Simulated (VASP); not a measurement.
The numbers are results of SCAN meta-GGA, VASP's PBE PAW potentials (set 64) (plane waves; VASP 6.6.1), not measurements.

The input files of a VASP run:

INCAR:
```
SYSTEM=PbO
PREC=Accurate; ENCUT=520; LREAL=.FALSE.
LASPH=.TRUE.
EDIFF=1E-6; NELM=100; ALGO=Normal
LMAXMIX=4; LMIXTAU=.TRUE.
ISMEAR=0; SIGMA=0.05
METAGGA=SCAN
ISIF=2
LWAVE=.FALSE.; LCHARG=.FALSE.
```

File KPOINTS:
```
Automatic mesh
0
Gamma
5 5 4
0 0 0
```

POSCAR:
```
PbO
1
    4.0596000000     0.0000000000     0.0000000000
    0.0000000000     4.0596000000     0.0000000000
    0.0000000000     0.0000000000     5.1204000000
Pb O
2 2
Direct
  0.5000000000   0.0000000000   0.7650000000
  0.0000000000   0.5000000000   0.2350000000
  0.5000000000   0.5000000000   0.0000000000
  0.0000000000   0.0000000000   0.0000000000
```

POTCAR, in this order: Pb_d O (PBE.64 set). Program: vasp_std.

Problem. Estimate the energy per atom (σ→0), pressure, largest force.

Solution. 
```yaml
energy per atom (σ→0): -42.131 eV/atom
pressure: -35.1 kbar
largest_force: 0.566 eV/Å
```

OSZICAR:
```
...
DAV:  17    -0.168522902196E+03    0.90882E-04   -0.82763E-04   872   0.340E-01    0.153E-02
DAV:  18    -0.168522930592E+03   -0.28396E-04   -0.15397E-04   960   0.128E-01    0.988E-03
DAV:  19    -0.168522961336E+03   -0.30744E-04   -0.11536E-04   880   0.120E-01    0.514E-03
DAV:  20    -0.168523007946E+03   -0.46609E-04   -0.36586E-05  1056   0.685E-02    0.403E-03
DAV:  21    -0.168522976291E+03    0.31655E-04   -0.74112E-05   896   0.937E-02    0.181E-03
DAV:  22    -0.168522976774E+03   -0.48320E-06   -0.10277E-05   960   0.394E-02    0.857E-04
DAV:  23    -0.168522977215E+03   -0.44138E-06   -0.14863E-06   688   0.132E-02
   1 F= -.16852298E+03 E0= -.16852298E+03  d E =-.186632E-16
```

The compound is PbO in the litharge structure. The cell was not relaxed at this level. The run is one of a series of settings (GGA removed, LMIXTAU = .TRUE., METAGGA = SCAN against the base run), some of them coarse on purpose.
